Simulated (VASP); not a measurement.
OSZICAR of a VASP run on Rb (space group Im-3m):

OSZICAR:
```
       N       E                     dE             d eps       ncg     rms          rms(c)
DAV:   1     0.102966518762E+02    0.10297E+02   -0.20986E+03   184   0.322E+02
DAV:   2    -0.478655057004E+00   -0.10775E+02   -0.10274E+02   136   0.638E+01
DAV:   3    -0.877505126226E+00   -0.39885E+00   -0.39885E+00   192   0.882E+00
DAV:   4    -0.881128159767E+00   -0.36230E-02   -0.36230E-02   176   0.947E-01
DAV:   5    -0.881129511362E+00   -0.13516E-05   -0.13516E-05   216   0.195E-02    0.289E+00
DAV:   6    -0.879556142884E+00    0.15734E-02   -0.63555E-03   176   0.506E-01    0.182E+00
DAV:   7    -0.881304185676E+00   -0.17480E-02   -0.11293E-02   192   0.687E-01    0.104E-01
DAV:   8    -0.881313711961E+00   -0.95263E-05   -0.64658E-04   160   0.208E-01    0.127E-02
DAV:   9    -0.881329410505E+00   -0.15699E-04   -0.14512E-05   176   0.287E-02    0.524E-03
DAV:  10    -0.881330994882E+00   -0.15844E-05   -0.87930E-06   152   0.189E-02    0.981E-04
DAV:  11    -0.881331126258E+00   -0.13138E-06   -0.98835E-08   104   0.235E-03
   1 F= -.88133113E+00 E0= -.87080468E+00  d E =-.210529E-01
```

**Question.** Which electronic solver shows in the log?

**Answer.** It is blocked Davidson (ALGO = Normal, or the opening steps of other solvers). The INCAR had ALGO = Normal.

**Question.** Can the final energy be trusted as converged?

**Answer.** Self-consistency was reached. It stopped with EDIFF = 1E-6, NELM = 100 (PBE GGA, plane waves, VASP's PBE PAW potentials (set 64)).

The structure is a typed Rb crystal. The cell was not relaxed at this level. The k-mesh is coarse (spacing up to 0.40 per Å, 2π included), so the numbers may not be converged in it. The run is one of a series of settings (ENCUT = 150, KPOINTS 4×4×4 Γ-centred mesh against the base run), some of them coarse on purpose.
